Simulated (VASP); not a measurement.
Input for VASP

**KPOINTS**
```
Automatic mesh
0
Gamma
3 3 2
0 0 0
```

File POSCAR:
```
Tl2Te3
1
    5.1447730000     0.0000000000     0.0000000000
   -2.5723860000     4.4555040000     0.0000000000
    0.0000000000     0.0000000000     8.0163340000
Tl Te
2 3
Direct
  0.3333330000   0.6666670000   0.2467000000
  0.6666670000   0.3333330000   0.7533000000
  0.0000000000   0.0000000000   0.0000000000
  0.3333330000   0.6666670000   0.6470000000
  0.6666670000   0.3333330000   0.3530000000
```

INCAR:
```
! general
SYSTEM       =Tl2Te3
PREC         =Accurate
ENCUT        =300
LREAL        =.FALSE.
LASPH        =.TRUE.

! electronic loop
EDIFF        =1E-6
NELM         =100
ALGO         =Normal
LMAXMIX      =4

! smearing
ISMEAR       =-1
SIGMA        =0.1

! functional
GGA          =PE
GGA_COMPAT   =.FALSE.

! spin
MAGMOM       =0.0 0.0 0.0 0.0 0.0 0.0 0.0 0.0 0.0 0.0 0.0 0.0 0.0 0.0 0.0
LSORBIT      =.TRUE.
LNONCOLLINEAR=.TRUE.

! ions
ISIF         =2

! output
LWAVE        =.FALSE.
LCHARG       =.FALSE.
LORBIT       =11
```

POTCAR, in this order: Tl_d Te (PBE.64 set). Program: vasp_ncl.

Task: Write an equivalent input for Ansatz.

Result: One equivalent input (not run):
Ansatz 0.2 input:
```yaml
crystal:
  lattice:
    - [5.1447730, 0.0000000, 0.0000000]
    - [-2.5723860, 4.4555040, 0.0000000]
    - [0.0000000, 0.0000000, 8.0163340]
  atoms:
    - { symbol: Tl, position: [0.3333330, 0.6666670, 0.2467000] }
    - { symbol: Tl, position: [0.6666670, 0.3333330, 0.7533000] }
    - { symbol: Te, position: [0.0000000, 0.0000000, 0.0000000] }
    - { symbol: Te, position: [0.3333330, 0.6666670, 0.6470000] }
    - { symbol: Te, position: [0.6666670, 0.3333330, 0.3530000] }
kpoints:
  mp_grid: { grid: [3, 3, 2] }
hamiltonian:
  xc: pbe
  pseudopotentials: { kind: paw }
magnetization: { noncollinear: true, spin_orbit: true }
scf:
  occupations: { method: fermi_dirac, width: 0.1 }
  max_iter: 100
output: { forces: true, stress: true, eigenvalues: true }
```
What does not carry over: each code has its own PAW files, so the cut-off isn't converted (ENCUT is set for VASP's; basis.ecutwfc is left out, and Ansatz then takes the one that its files recommend); Ansatz stops its SCF on the density residual and VASP on the energy change (EDIFF).

The structure was generated: Tl2Te3 was put into an ordered model structure, which need not be its known phase. The cell was not relaxed at this level. The k-mesh is coarse (spacing up to 0.47 per Å, 2π included), so the numbers may not be converged in it. The run is one of a series of settings (GGA_COMPAT = .FALSE., LNONCOLLINEAR = .TRUE., LSORBIT = .TRUE., MAGMOM = 0.0 0.0 0.0 0.0 0.0 0.0 0.0 0.0 0.0 0.0 0.0 0.0 0.0 0.0 0.0, program vasp_ncl against the base run), some of them coarse on purpose.
